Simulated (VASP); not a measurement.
An input for Ansatz (written as the equivalent of a VASP run, and not itself run):

Ansatz 0.2 input:
```yaml
crystal:
  lattice:
    - [4.7781562, -2.4267564, 0.0408549]
    - [4.7781562, 2.4267564, 0.0408549]
    - [3.5113737, 0.0000000, 4.0486852]
  atoms:
    - { symbol: Cr, position: [0.8440757, 0.8440757, 0.8440757], spin: -2.5 }
    - { symbol: Cr, position: [0.3440757, 0.3440757, 0.3440757], spin: -2.5 }
    - { symbol: Cr, position: [0.1559243, 0.1559243, 0.1559243], spin: 2.5 }
    - { symbol: Cr, position: [0.6559243, 0.6559243, 0.6559243], spin: 2.5 }
    - { symbol: O, position: [0.4354121, 0.0645879, 0.7500000] }
    - { symbol: O, position: [0.0645879, 0.7500000, 0.4354121] }
    - { symbol: O, position: [0.5645879, 0.9354121, 0.2500000] }
    - { symbol: O, position: [0.2500000, 0.5645879, 0.9354121] }
    - { symbol: O, position: [0.9354121, 0.2500000, 0.5645879] }
    - { symbol: O, position: [0.7500000, 0.4354121, 0.0645879] }
kpoints:
  mp_grid: { grid: [6, 6, 6] }
hamiltonian:
  xc: pbesol
  pseudopotentials: { kind: paw }
magnetization: { spin_polarized: true }
scf:
  occupations: { method: tetrahedron }
  max_iter: 100
output: { forces: true, stress: true, eigenvalues: true }
```

### Question
Translate this input to VASP (INCAR, KPOINTS, POSCAR, choice of POTCAR).

### Answer
One answer among several that fit: 
**INCAR**
```
ALGO = Normal
EDIFF = 1E-7
ENCUT = 520
GGA = PS
ISIF = 2
ISMEAR = -5
ISPIN = 2
LASPH = .TRUE.
LCHARG = .TRUE.
LEFG = .TRUE.
LMAXMIX = 4
LORBIT = 11
LREAL = .FALSE.
LWAVE = .FALSE.
MAGMOM = -2.5 -2.5 2.5 2.5 0.0 0.0 0.0 0.0 0.0 0.0
NEDOS = 601
NELM = 100
PREC = Accurate
SYSTEM = Cr2O3
```

**KPOINTS**
```
Automatic mesh
0
Gamma
6 6 6
0 0 0
```

File POSCAR:
```
Cr2O3
1
    4.7781561789    -2.4267564237     0.0408548662
    4.7781561789     2.4267564237     0.0408548662
    3.5113736749    -0.0000000000     4.0486851704
Cr O
4 6
Direct
  0.8440756830   0.8440756830   0.8440756830
  0.3440756830   0.3440756830   0.3440756830
  0.1559243170   0.1559243170   0.1559243170
  0.6559243170   0.6559243170   0.6559243170
  0.4354120651   0.0645879349   0.7500000000
  0.0645879349   0.7500000000   0.4354120651
  0.5645879349   0.9354120651   0.2500000000
  0.2500000000   0.5645879349   0.9354120651
  0.9354120651   0.2500000000   0.5645879349
  0.7500000000   0.4354120651   0.0645879349
```

POTCAR, in this order: Cr_pv O (PBE.64 set). Program: vasp_std.

The two are equivalent in intent, not identical: each code has its own PAW files, so the cut-off isn't converted (ENCUT is set for VASP's; basis.ecutwfc is left out, and Ansatz then takes the one that its files recommend); Ansatz stops its SCF on the density residual and VASP on the energy change (EDIFF); the field gradients of LEFG aren't asked of the other code.

The compound is Cr2O3 in the corundum structure. It was relaxed first.
